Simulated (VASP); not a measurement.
Level of theory: PBE GGA, VASP's PBE PAW potentials (set 64) (plane waves; VASP).

VASP ran on this input.

File POSCAR:
```
Ru
1
    1.3550000000    -2.3469290000     0.0000000000
    1.3550000000     2.3469290000     0.0000000000
    0.0000000000     0.0000000000     4.2800000000
Ru
2
Direct
  0.3333330000   0.6666670000   0.2500000000
  0.6666670000   0.3333330000   0.7500000000
```

KPOINTS:
```
Automatic mesh
0
Gamma
14 14 8
0 0 0
```

**INCAR**
```
ALGO  =  Normal
EDIFF  =  1E-6
ENCUT  =  200
GGA  =  PE
ISIF  =  2
ISMEAR  =  1
LASPH  =  .True.
LCHARG  =  .False.
LMAXMIX  =  4
LREAL  =  .False.
LWAVE  =  .False.
NELM  =  100
PREC  =  Accurate
SIGMA  =  0.1
SYSTEM  =  Ru
```

POTCAR, in this order: Ru_pv (PBE.64 set). Program: vasp_std.

Output

File OSZICAR:
```
       N       E                     dE             d eps       ncg     rms          rms(c)
DAV:   1     0.121043221725E+03    0.12104E+03   -0.11380E+04  5284   0.884E+02
DAV:   2    -0.170695842459E+02   -0.13811E+03   -0.13435E+03  4652   0.297E+02
DAV:   3    -0.193791098308E+02   -0.23095E+01   -0.22716E+01  4498   0.386E+01
DAV:   4    -0.193976211292E+02   -0.18511E-01   -0.18506E-01  4866   0.308E+00
DAV:   5    -0.193982021636E+02   -0.58103E-03   -0.58102E-03  4998   0.412E-01    0.198E+01
DAV:   6    -0.178484124205E+02    0.15498E+01   -0.39486E+00  4364   0.197E+01    0.509E+00
DAV:   7    -0.177453602596E+02    0.10305E+00   -0.36349E-01  4428   0.560E+00    0.880E-01
DAV:   8    -0.177409882906E+02    0.43720E-02   -0.31570E-03  4842   0.516E-01    0.395E-01
DAV:   9    -0.177401373896E+02    0.85090E-03   -0.14163E-03  4484   0.402E-01    0.284E-02
DAV:  10    -0.177401415064E+02   -0.41168E-05   -0.20567E-05  5522   0.321E-02    0.105E-02
DAV:  11    -0.177401417718E+02   -0.26537E-06   -0.76099E-07  2462   0.844E-03
   1 F= -.17740142E+02 E0= -.17739794E+02  d E =-.104287E-02
```

### OUTCAR
```
------------------------ aborting loop because EDIFF is reached ----------------------------------------
  FORCE on cell =-STRESS in cart. coord.  units (eV):
  Direction    XX          YY          ZZ          XY          YZ          ZX
  --------------------------------------------------------------------------------------
  Total      -16.3060777    -16.3060799    -16.4666816      0.0000000      0.0000000      0.0000000
  in kB     -959.7255993   -959.7257267   -969.1782512      0.0000000      0.0000000      0.0000000
  external PRESSURE =    -962.8765257 kB  Pullay stress =       0.0000000 kB
  volume of cell :       27.22
      direct lattice vectors                 reciprocal lattice vectors
     1.355000000 -2.346929000  0.000000000     0.369003690 -0.213044366  0.000000000
     1.355000000  2.346929000  0.000000000     0.369003690  0.213044366  0.000000000
     0.000000000  0.000000000  4.280000000     0.000000000  0.000000000  0.233644860
 POSITION                                       TOTAL-FORCE (eV/Angst)
 -----------------------------------------------------------------------------------
      1.35500      0.78231      1.07000         0.000000      0.000000      0.000000
      1.35500     -0.78231      3.21000        -0.000000     -0.000000      0.000000
 -----------------------------------------------------------------------------------
    total drift:                               -0.000000      0.000517     -0.000046
  FREE ENERGIE OF THE ION-ELECTRON SYSTEM (eV)
  ---------------------------------------------------
  free  energy   TOTEN  =       -17.7401417718 eV

  energy  without entropy=      -17.7390988994  energy(sigma->0) =      -17.73979415
```
(Selected blocks of OUTCAR.)

At this cut-off the stress carries a Pulay error, which pulls relaxed volumes low.

The compound is Ru in the hcp structure. The cell was not relaxed at this level. The run is one of a series of settings (ENCUT = 200 against the base run), some of them coarse on purpose.
